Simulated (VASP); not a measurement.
Here is the system:

```yaml
crystal:
  lattice:
    - [0.00000, 2.95848, 2.95848]
    - [2.95848, 0.00000, 2.95848]
    - [2.95848, 2.95848, 0.00000]
  atoms:
    - { symbol: In, position: [0.00000, 0.00000, 0.00000] }
    - { symbol: P, position: [0.25000, 0.25000, 0.25000] }
```

Level of theory: revTPSS meta-GGA, VASP's PBE PAW potentials (set 64) (plane waves; VASP 6.6.1). Numerical set-up: 520 eV cut-off, 9×9×9 Γ-centred mesh, tetrahedra with Blöchl corrections, potentials In_d P.

Unless said otherwise, spin-orbit coupling is left out, though it shifts the bands of the heavy elements here.

Task: Predict the energy per atom (σ→0), band gap (over mesh and band path) with the smallest direct gap where there is one.

Result: 
```yaml
band gap (over mesh and band path): 0.67 eV
smallest direct gap (over mesh and band path): 0.67 eV
energy per atom (σ→0): 3.861 eV/atom
```

The absolute energy has meaning only against runs of the same code, potentials and settings.

The compound is InP in the zinc blende structure. It was relaxed first.
